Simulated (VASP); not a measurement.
Output of a VASP run:

### OSZICAR
```
       N       E                     dE             d eps       ncg     rms          rms(c)
DAV:   1     0.680797349026E+02    0.68080E+02   -0.48904E+03  4144   0.738E+02
DAV:   2    -0.183061121734E+01   -0.69910E+02   -0.66299E+02  5320   0.195E+02
DAV:   3    -0.573465222797E+01   -0.39040E+01   -0.38894E+01  5476   0.446E+01
DAV:   4    -0.590205036053E+01   -0.16740E+00   -0.16728E+00  6964   0.864E+00
DAV:   5    -0.590321906244E+01   -0.11687E-02   -0.11687E-02  5448   0.742E-01    0.303E+00
DAV:   6    -0.581905777993E+01    0.84161E-01   -0.11672E-01  5060   0.241E+00    0.218E+00
DAV:   7    -0.581173778278E+01    0.73200E-02   -0.12592E-01  5196   0.213E+00    0.858E-01
DAV:   8    -0.581601548849E+01   -0.42777E-02   -0.15305E-02  5244   0.100E+00    0.207E-01
DAV:   9    -0.581596442840E+01    0.51060E-04   -0.61241E-04  5436   0.160E-01    0.914E-02
DAV:  10    -0.581628256409E+01   -0.31814E-03   -0.46405E-04  5008   0.127E-01    0.714E-02
DAV:  11    -0.581628679816E+01   -0.42341E-05   -0.56025E-05  5596   0.449E-02    0.106E-02
DAV:  12    -0.581628795492E+01   -0.11568E-05   -0.49433E-06  5192   0.220E-02    0.123E-02
DAV:  13    -0.581628860921E+01   -0.65430E-06   -0.75318E-07  3880   0.901E-03
   1 F= -.58162886E+01 E0= -.58162886E+01  d E =-.672852E-20
```

### OUTCAR
```
------------------------ aborting loop because EDIFF is reached ----------------------------------------
  FORCE on cell =-STRESS in cart. coord.  units (eV):
  Direction    XX          YY          ZZ          XY          YZ          ZX
  --------------------------------------------------------------------------------------
  Total       -0.2315851     -0.2325635     -0.2309453     -0.0000236     -0.0000311     -0.0002393
  in kB       -4.1733572     -4.1909894     -4.1618263     -0.0004244     -0.0005613     -0.0043128
  external PRESSURE =      -4.1753910 kB  Pullay stress =       0.0000000 kB
  volume of cell :       88.91
      direct lattice vectors                 reciprocal lattice vectors
     0.000000000  3.542435000  3.542435000    -0.141145850  0.141145850  0.141145850
     3.542435000  0.000000000  3.542435000     0.141145850 -0.141145850  0.141145850
     3.542435000  3.542435000  0.000000000     0.141145850  0.141145850 -0.141145850
  FREE ENERGIE OF THE ION-ELECTRON SYSTEM (eV)
  ---------------------------------------------------
  free  energy   TOTEN  =        -5.8162886092 eV

  energy  without entropy=       -5.8162886092  energy(sigma->0) =       -5.81628861
```
(Selected blocks of OUTCAR.)

### POSCAR
```
KI
1
    0.0000000000     3.5424350000     3.5424350000
    3.5424350000     0.0000000000     3.5424350000
    3.5424350000     3.5424350000     0.0000000000
K I
1 1
Direct
 -0.0003540000  -0.0017200000   0.0001060000
  0.5003540000   0.5017200000   0.4998940000
```

Problem. Reconstruct the remaining input files.

Solution. One answer among several that fit: the input of the run itself, PBEsol GGA, plane waves, VASP's PBE PAW potentials (set 64).

### KPOINTS
```
Automatic mesh
0
Gamma
7 7 7
0 0 0
```

**INCAR**
```
SYSTEM=KI
PREC=Accurate; ENCUT=300; LREAL=.FALSE.
LASPH=.TRUE.
EDIFF=1E-6; NELM=100; ALGO=Normal
LMAXMIX=4
ISMEAR=0; SIGMA=0.01
GGA=PS
ISIF=2
LWAVE=.FALSE.; LCHARG=.FALSE.
```

POTCAR, in this order: K_sv I (PBE.64 set). Program: vasp_std.

At this cut-off the stress carries a Pulay error, which pulls relaxed volumes low.

The structure comes from a computed database's KI entry; how it stands against other phases isn't given here. The cell was not relaxed at this level, atoms are displaced from their ideal sites.
